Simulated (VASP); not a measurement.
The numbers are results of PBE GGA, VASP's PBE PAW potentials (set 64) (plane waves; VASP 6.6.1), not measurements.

The input files of a VASP run:

KPOINTS:
```
Automatic mesh
0
Gamma
8 8 4
0 0 0
```

### INCAR
```
SYSTEM = C
PREC = Accurate
ENCUT = 400
EDIFF = 1E-6
NELM = 100
ALGO = Normal
LREAL = .FALSE.
LASPH = .TRUE.
ISMEAR = 1
SIGMA = 0.05
GGA = PE
LWAVE = .FALSE.
LCHARG = .FALSE.
ISIF = 2
```

### POSCAR
```
C
1
    2.1816330000     0.0000000000     0.0000000000
   -1.0908160000     1.8893490000     0.0000000000
    0.0000000000     0.0000000000     3.5420850000
C
2
Direct
  0.3418760000   0.6754110000   0.2467890000
  0.6581240000   0.3245890000   0.7532110000
```

POTCAR, in this order: C (PBE.64 set). Program: vasp_std.

What VASP printed:

OUTCAR:
```
 ion  position               nearest neighbor table
   1  0.342  0.675  0.247-
   2  0.658  0.325  0.753-
  LATTYP: Found a hexagonal cell.
 ALAT       =     2.1816330000
 C/A-ratio  =     1.6235934275
 Subroutine PRICEL returns:
 Original cell was already a primitive cell.
 Subroutine GETGRP returns: Found  2 space group operations
The static configuration has the point symmetry S_2 .
The dynamic configuration has the point symmetry S_2 .
 Subroutine INISYM returns: Found  2 space group operations
 Subroutine IBZKPT returns following result:
 Found    132 irreducible k-points:

 Following reciprocal coordinates:
            Coordinates               Weight
  0.000000  0.000000  0.000000      1.000000
  0.125000  0.000000  0.000000      2.000000
  0.000000  0.125000  0.000000      2.000000
 -0.125000  0.125000  0.000000      2.000000
  0.250000  0.000000  0.000000      2.000000
  0.000000  0.250000  0.000000      2.000000
 -0.250000  0.250000  0.000000      2.000000
  0.375000  0.000000  0.000000      2.000000
  0.000000  0.375000  0.000000      2.000000
 -0.375000  0.375000  0.000000      2.000000
  0.500000  0.000000  0.000000      1.000000
  0.000000  0.500000  0.000000      1.000000
  0.500000  0.500000  0.000000      1.000000
  0.125000  0.125000  0.000000      2.000000
 -0.125000  0.250000  0.000000      2.000000
 -0.250000  0.125000  0.000000      2.000000
  0.250000  0.125000  0.000000      2.000000
 -0.125000  0.375000  0.000000      2.000000
 -0.375000  0.250000  0.000000      2.000000
 -0.250000  0.375000  0.000000      2.000000
  0.125000  0.250000  0.000000      2.000000
  0.375000 -0.125000  0.000000      2.000000
  0.375000  0.125000  0.000000      2.000000
 -0.125000  0.500000  0.000000      2.000000
  0.500000  0.375000  0.000000      2.000000
 -0.375000  0.500000  0.000000      2.000000
  0.125000  0.375000  0.000000      2.000000
  0.500000 -0.125000  0.000000      2.000000
  0.250000  0.250000  0.000000      2.000000
 -0.250000  0.500000  0.000000      2.000000
  0.500000  0.250000  0.000000      2.000000
  0.375000  0.250000  0.000000      2.000000
 -0.250000 -0.375000  0.000000      2.000000
  0.375000  0.375000  0.000000      2.000000
  0.000000  0.000000  0.250000      2.000000
  0.125000  0.000000  0.250000      2.000000
  0.000000  0.125000  0.250000      2.000000
 -0.125000  0.125000  0.250000      2.000000
 -0.125000 -0.000000  0.250000      2.000000
  0.000000 -0.125000  0.250000      2.000000
   k-points           NKPTS =    132   k-points in BZ     NKDIM =    132   number of bands    NBANDS=      8
   number of dos      NEDOS =    301   number of ions     NIONS =      2
   total plane-waves  NPLWV =   4704
   dimension x,y,z NGX =    14 NGY =   14 NGZ =   24
   dimension x,y,z NGXF=    28 NGYF=   28 NGZF=   48
   ions per type =               2
   PREC   = accura    normal or accurate (medium, high low for compatibility)
   ISTART =      0    job   : 0-new  1-cont  2-samecut
   ICHARG =      2    charge: 1-file 2-atom 10-const
   ISPIN  =      1    spin polarized calculation?
   LNONCOLLINEAR =      F non collinear calculations
   LSORBIT =      F    spin-orbit coupling
   INIWAV =      1    electr: 0-lowe 1-rand  2-diag
   ENCUT  =  400.0 eV  29.40 Ry    5.42 a.u.   3.56  3.56  5.78*2*pi/ulx,y,z
   NELM   =    100;   NELMIN=  2; NELMDL= -5     # of ELM steps
   EDIFF  = 0.1E-05   stopping-criterion for ELM
   LREAL  =      F    real-space projection
   NLSPLINE    = F    spline interpolate recip. space projectors
...
```

File OSZICAR:
```
       N       E                     dE             d eps       ncg     rms          rms(c)
DAV:   1     0.123032235202E+01    0.12303E+01   -0.38340E+03  2264   0.745E+02
DAV:   2    -0.940750094798E+01   -0.10638E+02   -0.99785E+01  3424   0.786E+01
DAV:   3    -0.948305059062E+01   -0.75550E-01   -0.75328E-01  2120   0.869E+00
DAV:   4    -0.948316911738E+01   -0.11853E-03   -0.11852E-03  2144   0.321E-01
DAV:   5    -0.948316940001E+01   -0.28263E-06   -0.28214E-06  2112   0.146E-02    0.128E+00
DAV:   6    -0.948067667097E+01    0.24927E-02   -0.53205E-03  2112   0.561E-01    0.723E-01
DAV:   7    -0.948080626728E+01   -0.12960E-03   -0.59632E-03  2112   0.632E-01    0.681E-02
DAV:   8    -0.948088515161E+01   -0.78884E-04   -0.95277E-05  2112   0.854E-02    0.232E-02
DAV:   9    -0.948090169637E+01   -0.16545E-04   -0.18511E-05  2112   0.451E-02    0.411E-03
DAV:  10    -0.948090168318E+01    0.13195E-07   -0.14211E-07  1056   0.373E-03
   1 F= -.94809017E+01 E0= -.94807342E+01  d E =-.502411E-03
```

**OUTCAR**
```
------------------------ aborting loop because EDIFF is reached ----------------------------------------
  FORCE on cell =-STRESS in cart. coord.  units (eV):
  Direction    XX          YY          ZZ          XY          YZ          ZX
  --------------------------------------------------------------------------------------
  Total       -1.2310296     -1.3536356      0.0479675      0.0526815     -0.0166990     -0.0014366
  in kB     -135.0909364   -148.5454914      5.2638700      5.7811707     -1.8325186     -0.1576477
  external PRESSURE =     -92.7908526 kB  Pullay stress =       0.0000000 kB
  volume of cell :       14.60
      direct lattice vectors                 reciprocal lattice vectors
     2.181633000  0.000000000  0.000000000     0.458372238  0.264641298  0.000000000
    -1.090816000  1.889349000  0.000000000     0.000000000  0.529282838  0.000000000
     0.000000000  0.000000000  3.542085000     0.000000000  0.000000000  0.282319594
 POSITION                                       TOTAL-FORCE (eV/Angst)
 -----------------------------------------------------------------------------------
      0.00910      1.27609      0.87415         0.086954      0.176616     -0.090258
      1.08172      0.61326      2.66794        -0.086954     -0.176616      0.090258
 -----------------------------------------------------------------------------------
    total drift:                               -0.000000      0.000000      0.000000
  FREE ENERGIE OF THE ION-ELECTRON SYSTEM (eV)
  ---------------------------------------------------
  free  energy   TOTEN  =        -9.4809016832 eV

  energy  without entropy=       -9.4803992724  energy(sigma->0) =       -9.48073421
```
(Selected blocks of OUTCAR.)

File OUTCAR:
```
 val. band max:        7.6857880074   @ k =   0.0000  -0.2500   0.2500

 cond. band min:       7.6934938614   @ k =  -0.2500   0.2500   0.2500


 Fermi energy:         7.6859774022

 k-point     1 :       0.0000    0.0000    0.0000
  band No.  band energies     occupation
      1     -11.1619      2.00000
      2      -1.7243      2.00000
      3      -0.9846      2.00000
      4      13.6570      0.00000
      5      13.8443      0.00000
      6      15.4188      0.00000
      7      15.6277      0.00000
      8      15.7455      0.00000

 k-point     2 :       0.1250    0.0000    0.0000
  band No.  band energies     occupation
      1     -10.6111      2.00000
      2      -1.2619      2.00000
      3      -0.4312      2.00000
      4      11.7048      0.00000
      5      12.8451      0.00000
      6      14.5463      0.00000
      7      15.4431      0.00000
      8      15.4525      0.00000

 k-point     3 :       0.0000    0.1250    0.0000
  band No.  band energies     occupation
      1     -10.6109      2.00000
      2      -1.2619      2.00000
      3      -0.4259      2.00000
      4      11.6208      0.00000
      5      12.9327      0.00000
      6      14.6423      0.00000
      7      15.3533      0.00000
      8      15.4037      0.00000

 k-point     4 :      -0.1250    0.1250    0.0000
  band No.  band energies     occupation
      1     -10.6110      2.00000
      2      -1.2619      2.00000
      3      -0.4286      2.00000
      4      11.6596      0.00000
      5      12.8968      0.00000
      6      14.5837      0.00000
      7      15.4044      0.00000
      8      15.4268      0.00000

 k-point     5 :       0.2500    0.0000    0.0000
  band No.  band energies     occupation
      1      -8.9678      2.00000
      2       0.1111      2.00000
      3       1.1835      2.00000
      4       7.1224      2.00000
      5      11.3483      0.00000
      6      12.0775      0.00000
      7      14.3148      0.00000
...
```

At this cut-off the stress carries a Pulay error, which pulls relaxed volumes low.

The structure was generated: C was put into an ordered model structure, which need not be its known phase. The cell was not relaxed at this level, atoms are displaced from their ideal sites. The k-mesh is coarse (spacing up to 0.44 per Å, 2π included), so the numbers may not be converged in it. The run is one of a series of settings (KPOINTS 8×8×4 Γ-centred mesh against the base run), some of them coarse on purpose.
